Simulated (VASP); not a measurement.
# FSbCl2 in VASP: notebook, part 2 of 2

VASP 6.6.1. The steps go on from the part before.

## (4) Atomic charges, PBE+TS

The input, INCAR:

```
ALGO = Fast ; EDIFF = 1E-6
ENCUT = 520 ; GGA = PE
ISIF = 2 ; ISMEAR = 0
IVDW = 2 ; LASPH = True
LCHARG = False ; LORBIT = 11
LREAL = False ; LWAVE = False
NELM = 80 ; PREC = Accurate
SIGMA = 0.01
```

The input, KPOINTS:

```
k-points
0
Gamma
  1 1 1
```

The input, POSCAR:

```
SbCl2F
1.0
   12.0000000000      0.0000000000      0.0000000000
    0.0000000000     11.0000000000      0.0000000000
    0.0000000000      0.0000000000     12.0000000000
F Sb Cl
1 1 2
Direct
    0.3779750000      0.4534772700      0.6199166700
    0.4833333300      0.5678590900      0.5657666700
    0.6241916700      0.4269318200      0.5329833300
    0.4117250000      0.5768863600      0.3857500000
```

Potentials or basis: VASP PAW PBE potentials, release 64 (F, Sb, Cl).

Started as:

```console
$ cat potpaw_PBE.64/F/POTCAR potpaw_PBE.64/Sb/POTCAR potpaw_PBE.64/Cl/POTCAR > POTCAR
$ mpirun -np 1 vasp_gam > vasp.out
```

OUTCAR:

```text
EDIFF = 1E-6
   ENCUT = 520
   GGA = PE
   ISIF = 2
   ISMEAR = 0
   IVDW = 2
   LASPH = True
   LORBIT = 11
   LREAL = False
   NELM = 80
   PREC = Accurate
  IVDW =   2

 ion  position               nearest neighbor table
   1  0.378  0.453  0.620-   2 1.90
   2  0.483  0.568  0.566-   1 1.90   4 2.33   3 2.33
   3  0.624  0.427  0.533-   2 2.33
   4  0.412  0.577  0.386-   2 2.33

  LATTYP: Found a simple tetragonal cell.
 ALAT       =    12.0000000000
 C/A-ratio  =     0.9166666667

  Lattice vectors:

 A1 = ( -12.0000000000,   0.0000000000,   0.0000000000)
 A2 = (   0.0000000000,   0.0000000000,  12.0000000000)
 A3 = (   0.0000000000,  11.0000000000,   0.0000000000)

Analysis of symmetry for initial positions (statically):
=====================================================================
 Subroutine PRICEL returns:
 Original cell was already a primitive cell.

[... 176 lines left out ...]
     16      -1.5491      0.00000
     17      -0.1292      0.00000

------------------------ aborting loop because EDIFF is reached ----------------------------------------

  Hirshfeld charges:
            ion         q(e)
   ------------------------------
      1     F       -0.23760801
      2     Sb       0.54404825
      3     Cl      -0.15343528
      4     Cl      -0.15300496

  Tkatchenko/Scheffler method for vdW energy calculation

  Number of pair interactions contributing to vdW energy:    3245

  Edisp (eV):   -0.01940

  FORCE on cell =-STRESS in cart. coord.  units (eV):
  Direction    XX          YY          ZZ          XY          YZ          ZX
  --------------------------------------------------------------------------------------
  -------------------------------------------------------------------------------------
  Total       1.43458     1.09231     1.11330     0.12591    -0.33223    -0.10870
  in kB       1.45104     1.10485     1.12608     0.12736    -0.33604    -0.10995
  external pressure =        1.23 kB  Pullay stress =        0.00 kB

 VOLUME and BASIS-vectors are now :
 -----------------------------------------------------------------------------
  energy-cutoff  :      520.00
  volume of cell :     1584.00
      direct lattice vectors                 reciprocal lattice vectors
    12.000000000  0.000000000  0.000000000     0.083333333  0.000000000  0.000000000
     0.000000000 11.000000000  0.000000000     0.000000000  0.090909091  0.000000000
     0.000000000  0.000000000 12.000000000     0.000000000  0.000000000  0.083333333

 POSITION                                       TOTAL-FORCE (eV/Angst)
 -----------------------------------------------------------------------------------
      4.53570      4.98825      7.43900        -0.568050     -0.551355      0.306763
      5.80000      6.24645      6.78920         0.385740      0.820661      0.201376
      7.49030      4.69625      6.39580         0.369596     -0.315390     -0.061799
      4.94070      6.34575      4.62900        -0.187286      0.046083     -0.446340
 -----------------------------------------------------------------------------------
    total drift:                                0.000552      0.000358     -0.000554

  FREE ENERGIE OF THE ION-ELECTRON SYSTEM (eV)
  ---------------------------------------------------
  free  energy   TOTEN  =       -14.6983006020 eV

  energy  without entropy=      -14.6983006020  energy(sigma->0) =      -14.69830060

 total charge

# of ion       s       p       d       tot
------------------------------------------
    1        1.751   4.323   0.000   6.074
    2        1.233   0.964   0.106   2.304
    3        1.610   3.503   0.000   5.113
    4        1.610   3.503   0.000   5.113
--------------------------------------------------
tot          6.205  12.292   0.106  18.603
```

stdout:

```text
POSCAR found type information on POSCAR F SbCl
 POSCAR found :  3 types and       4 ions
 scaLAPACK will be used
 LDA part: xc-table for (Slater+PW92), standard interpolation
 POSCAR, INCAR and KPOINTS ok, starting setup
 FFT: planning ... GRIDC
 FFT: planning ... GRID_SOFT
 FFT: planning ... GRID
 WAVECAR not read
 entering main loop
 augmentation electrons   25.9990208820065
 total        electrons   25.9990208820065
 augmentation electrons   66.6706670966838
 total        electrons   66.6706670966838
 augmentation electrons  -1.40939498756459
 soft         electrons   27.4084155044793
 total        electrons   25.9990205169147
 translations:           1           1           1
```

Wall time 2.5 min (1 thread of Intel Xeon Platinum 8488C (Sapphire Rapids), shared host); peak memory 1.2 GiB.

Results:

```yaml
Free_energy: -14.6983 eV
Largest_force: 0.929 eV/Å
Gap_between_the_frontier_levels: 4.93 eV
Valence_electrons_inside_the_program's_atomic_spheres: F 6.07; Sb 2.30; Cl 5.11
Hirshfeld_charges: F -0.24; Sb +0.54; Cl -0.15 e
Dispersion_energy_per_atom: -0.005 eV
```

Forces in eV/Å, atoms in the order of the input:
```
F   -0.568 -0.551  0.307
Sb   0.386  0.821  0.201
Cl   0.370 -0.315 -0.062
Cl  -0.187  0.046 -0.446
```

Levels at points of the mesh, in eV from the valence-band top:
```
           k point  band 9  band 10  band 11  band 12  band 13  band 14  band 15  band 16  band 17
(0.00, 0.00, 0.00)   -1.22    -0.81    -0.51    -0.34     0.00     4.93     5.13     5.61     7.03
```

Caveat: spin-orbit coupling is left out, which moves the levels of the heavy elements.

## (5) Electron localisation function, PBE

The input, INCAR:

```
ALGO = Normal
EDIFF = 1E-7
ENCUT = 520
GGA = PE
ISIF = 2
ISMEAR = 0
LASPH = True
LCHARG = True
LELF = True
LREAL = False
LWAVE = False
NELM = 100
PREC = Accurate
SIGMA = 0.01
```

KPOINTS is that of step 4.

POSCAR is that of step 4.

Started as:

```console
$ cat potpaw_PBE.64/F/POTCAR potpaw_PBE.64/Sb/POTCAR potpaw_PBE.64/Cl/POTCAR > POTCAR
$ mpirun -np 1 vasp_gam > vasp.out
```

Run time: 3.2 min. Hardware: 1 thread of Intel Xeon Platinum 8488C (Sapphire Rapids), shared host; peak memory 1.1 GiB.

It converged, with:

```
Free energy                     : -14.6789 eV
Largest force                   : 0.928 eV/Å
Gap between the frontier levels : 4.93 eV
```

Forces in eV/Å, atoms in the order of the input:
```
F   -0.556 -0.547  0.293
Sb   0.386  0.820  0.201
Cl   0.345 -0.305 -0.067
Cl  -0.175  0.032 -0.426
```

Levels at points of the mesh, in eV from the valence-band top:
| k point | band 10 | band 11 | band 12 | band 13 | band 14 | band 15 | band 16 | band 17 |
| --- | --- | --- | --- | --- | --- | --- | --- | --- |
| (0.00, 0.00, 0.00) | -0.81 | -0.51 | -0.34 | 0.00 | 4.93 | 5.13 | 5.61 | 7.03 |

Caveat: spin-orbit coupling is left out, which moves the levels of the heavy elements. PBE gaps usually lie below the measured ones, often by a third to a half.

## (6) Relaxation of the atoms, BLYP+D3(BJ)

The input, INCAR:

```
PREC     = Accurate       # precision mode
ENCUT    = 520            # plane-wave cutoff, eV
EDIFF    = 1E-6           # SCF threshold, eV
ISMEAR   = 0              # smearing method
SIGMA    = 0.01           # smearing width, eV
LREAL    = False          # projectors in reciprocal space
LASPH    = True           # aspherical terms in the spheres
NELM     = 80             # most SCF steps
ALGO     = Normal         # electronic algorithm
ISIF     = 2              # what is computed and relaxed
LWAVE    = False          # write WAVECAR
LCHARG   = False          # write CHGCAR
GGA      = B5             # functional
ALDAX    = 1.0          
AGGAX    = 1.0          
AGGAC    = 1.0          
ALDAC    = 0.0          
IVDW     = 12             # dispersion correction
VDW_S6   = 1.0          
VDW_S8   = 2.6996       
VDW_A1   = 0.4298       
VDW_A2   = 4.2359       
IBRION   = 2              # ionic algorithm
NSW      = 60             # ionic steps
EDIFFG   = -0.01          # ionic threshold
```

The input, KPOINTS:

```
regular mesh
0
Gamma
  1 1 1
```

The input, POSCAR:

```
SbCl2F
1.0
   12.0000000000      0.0000000000      0.0000000000
    0.0000000000     11.0000000000      0.0000000000
    0.0000000000      0.0000000000     12.0000000000
F Sb Cl
1 1 2
Cartesian
    4.5357000000      4.9882499700      7.4390000400
    5.7999999600      6.2464499900      6.7892000400
    7.4903000400      4.6962500200      6.3957999600
    4.9407000000      6.3457499600      4.6290000000
```

Potentials or basis: VASP PAW PBE potentials, release 64 (F, Sb, Cl).

Started as:

```console
$ cat potpaw_PBE.64/F/POTCAR potpaw_PBE.64/Sb/POTCAR potpaw_PBE.64/Cl/POTCAR > POTCAR
$ mpirun -np 1 vasp_gam > vasp.out
```

Run time: 50 min. Hardware: 1 thread of Intel Xeon Platinum 8488C (Sapphire Rapids), shared host; peak memory 1.3 GiB.

Results (log left out):

```
Free energy                     : -14.1841 eV
Energy gained by relaxing       : 17.9 meV/atom
Ionic steps                     : 8
Largest force after relaxing    : 0.008 eV/Å
Gap between the frontier levels : 4.71 eV
Dispersion energy per atom      : -0.073 eV
```

Forces on the atoms (eV/Å):
```
F    0.006  0.004 -0.003
Sb  -0.004 -0.006  0.002
Cl   0.000  0.000  0.003
Cl  -0.002  0.001 -0.001
```

Step by step:
```csv
step,energy change (eV),largest force (eV/Å),pressure (GPa)
1,0.0000,1.4371,0.19
2,-0.0237,1.3004,-0.11
3,-0.0608,0.3445,0.01
4,-0.0663,0.1692,0.00
5,-0.0664,0.1417,0.00
6,-0.0683,0.1123,0.00
7,-0.0713,0.0263,-0.01
8,-0.0715,0.0081,-0.01
```

Final structure:
```
CELL_PARAMETERS angstrom
12.00000 0.00000 0.00000
0.00000 11.00000 0.00000
0.00000 0.00000 12.00000
ATOMIC_POSITIONS crystal
F 0.37523 0.45225 0.62287
Sb 0.48339 0.56876 0.56638
Cl 0.62834 0.42511 0.53316
Cl 0.41026 0.57903 0.38201
```

Levels at points of the mesh, in eV from the valence-band top:
| k point | band 9 | band 10 | band 11 | band 12 | band 13 | band 14 | band 15 | band 16 | band 17 |
| --- | --- | --- | --- | --- | --- | --- | --- | --- | --- |
| (0.00, 0.00, 0.00) | -1.01 | -0.59 | -0.31 | -0.16 | 0.00 | 4.71 | 4.88 | 5.22 | 7.06 |

Caveat: the PAW data sets were made with another functional, which shifts forces and pressure a little; spin-orbit coupling is left out, which moves the levels of the heavy elements.

## (7) Single point, r2SCAN0+D4

POSCAR is that of step 6.

The input, INCAR.step1:

```
PREC = Accurate ; ENCUT = 520
EDIFF = 1E-5 ; ISMEAR = 0
SIGMA = 0.01 ; LREAL = False
LASPH = True ; NELM = 60
ALGO = Normal ; ISIF = 2
LWAVE = True ; LCHARG = False
NBANDS = 21 ; GGA = PE
```

The input, INCAR.step2:

```
PREC = Accurate ; ENCUT = 520
EDIFF = 1E-6 ; ISMEAR = 0
SIGMA = 0.01 ; LREAL = False
LASPH = True ; NELM = 60
ALGO = Normal ; ISIF = 2
LWAVE = False ; LCHARG = False
METAGGA = R2SCAN ; LHFCALC = True
AEXX = 0.25 ; LMIXTAU = True
PRECFOCK = Normal ; HFRCUT = -1
IVDW = 13 ; VDW_S6 = 1.0
VDW_S8 = 0.8992 ; VDW_A1 = 0.4778
VDW_A2 = 5.8779 ; NBANDS = 21
ISTART = 1
```

KPOINTS is that of step 6.

Started as:

```console
$ cat potpaw_PBE.64/F/POTCAR potpaw_PBE.64/Sb/POTCAR potpaw_PBE.64/Cl/POTCAR > POTCAR
$ cp INCAR.step1 INCAR
$ mpirun -np 1 vasp_gam > vasp.out
$ cp INCAR.step2 INCAR
$ mpirun -np 1 vasp_gam > vasp.out
```

It took 22 min on 1 thread of Intel Xeon Platinum 8488C (Sapphire Rapids), shared host; peak memory 1.4 GiB.

The run converged. Its results:

```yaml
Free_energy: -44.2214 eV
Largest_force: 0.354 eV/Å
Gap_between_the_frontier_levels: 7.16 eV
Dispersion_energy_per_atom: -0.010 eV
```

Forces in eV/Å, atoms in the order of the input:
```
F    0.246  0.192 -0.168
Sb  -0.119 -0.270 -0.090
Cl  -0.213  0.134  0.026
Cl   0.086 -0.056  0.231
```

Levels at points of the mesh, in eV from the valence-band top:
| k point | band 10 | band 11 | band 12 | band 13 | band 14 | band 15 | band 16 | band 17 |
| --- | --- | --- | --- | --- | --- | --- | --- | --- |
| (0.00, 0.00, 0.00) | -1.12 | -0.81 | -0.59 | 0.00 | 7.16 | 7.36 | 8.06 | 8.93 |

Caveat: the PAW data sets were made with another functional, which shifts forces and pressure a little; spin-orbit coupling is left out, which moves the levels of the heavy elements.

## (8) The reference run

An earlier run on the cell as given: functional PBE; potentials or basis VASP PAW PBE potentials, release 64 (F, Sb, Cl); cutoff 520 eV; k mesh 1 × 1 × 1; occupations gaussian, width 0.01 eV; no spin polarisation.

- Largest force: 0.928 eV/Å
- Gap between the frontier levels: 4.93 eV

## (9) Summary

```csv
task,level,cell,grid for exact exchange (PRECFOCK),exchange at q = 0,gap on the mesh (eV),largest force (eV/Å)
single point,PBE,"atoms moved at random, drawn with an rms of 0.05 Å",-,-,4.83,0.24
relaxation of the atoms,PBE,"atoms relaxed from: atoms moved at random, drawn with an rms of 0.02 Å",-,-,4.82,0.01
atomic charges,PBE+TS,as given,-,-,4.93,0.93
electron localisation function,PBE,as given,-,-,4.93,0.93
relaxation of the atoms,BLYP+D3(BJ),atoms relaxed,-,-,4.71,0.01
single point,r2SCAN0+D4,as given,Normal,truncated,7.16,0.35
single point,PBE,as given,-,-,4.93,0.93
```

Alike in all rows: potentials or basis VASP PAW PBE potentials, release 64 (F, Sb, Cl); no spin polarisation; k mesh 1 × 1 × 1; cutoff (eV) 520; smearing gaussian 0.01 eV.

On the cell as given the gap runs from 4.93 eV (PBE+TS) to 7.16 eV (r2SCAN0+D4).

Caveats: spin-orbit coupling is left out, which moves the levels of the heavy elements; the PAW data sets were made with another functional, which shifts forces and pressure a little (some runs).

Absolute energies hang on the potentials; compare differences alone.
